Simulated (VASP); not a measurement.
Input:

```yaml
crystal:
  lattice:
    - [0.00000, 2.44684, 2.44684]
    - [2.44684, 0.00000, 2.44684]
    - [2.44684, 2.44684, 0.00000]
  atoms:
    - { symbol: Mo, position: [0.00000, 0.00000, 0.00000] }
    - { symbol: S, position: [0.50000, 0.50000, 0.50000] }
```

The numbers are results of PBEsol GGA, VASP's PBE PAW potentials (set 64) (plane waves; VASP), not measurements. Numerical set-up: 400 eV cut-off, Gaussian smearing of 0.050 eV, potentials Mo_sv S.

Problem. Give the energies of bands 6 to 13 at the high-symmetry points, in eV from the Fermi level.

Solution. 
```tsv
band	Γ	X	U	L	W
6	-2.97	-6.86	-6.93	-8.92	-6.62
7	-2.97	-4.58	-6.73	-6.57	-6.51
8	-2.97	-4.38	-5.67	-6.57	-6.51
9	-2.56	-4.38	-2.22	0.05	-0.68
10	-2.56	-0.99	0.33	0.05	-0.68
11	-2.56	0.82	0.88	0.85	0.78
12	-2.11	0.82	1.49	2.47	0.83
13	-2.11	1.95	1.61	5.36	1.36
```

It has no gap at this level: it comes out as a metal or semimetal.

The structure was generated: MoS was put into the rock salt type (Fm-3m), which need not be its known phase. It was relaxed first, which changed the volume by -33 %.
